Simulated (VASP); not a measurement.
**Ag₃Pt (ordered alloy cell): computed properties**

Level of theory: PBEsol GGA, VASP's PBE PAW potentials (set 64) (plane waves; VASP 6.6.1).

For Ag3Pt, the space group is Cmmm (65), the cell is a = 5.6626 Å, b = 7.9966 Å, c = 2.8321 Å, α = β = γ = 90.00° and the volume per atom is 16.03 Å³/atom. The band gap (over mesh and band path) is none (metal, semimetal or under 0.01 eV). The density comes out as 13.43 g/cm³.

Ag$_{3}$Pt is modelled in the orthorhombic space group Cmmm (No. 65), Pearson symbol oS8. Lattice parameters: a = 5.663 Å, b = 7.997 Å, c = 2.832 Å, α = 90.00°, β = 90.00°, γ = 90.00°. Pt on 2a sees 10 Ag at 2.829 Å and 2 Pt at 2.832 Å (cuboctahedral). Ag1 on 4f sees 8 Ag at 2.829–2.832 Å and 4 Pt at 2.829 Å (cuboctahedral). Ag2 on 2b sees 10 Ag at 2.829–2.832 Å and 2 Pt at 2.831 Å (cuboctahedral). (Neighbours: up to the widest gap in distance over summed covalent radii, below 1.35, at either atom.)
(The calculation used a cell of 4 atoms; values per cell refer to that cell.)

Unless said otherwise, spin-orbit coupling is left out, though it shifts the bands of the heavy elements here.

The structure was generated: Ag3Pt was put into an ordered model structure (Cmmm), which need not be its known phase. It was relaxed first. Symmetry was kept, so distortions that lower it aren't found. The electron count is odd and the run is not spin-polarised, which forces a metal.
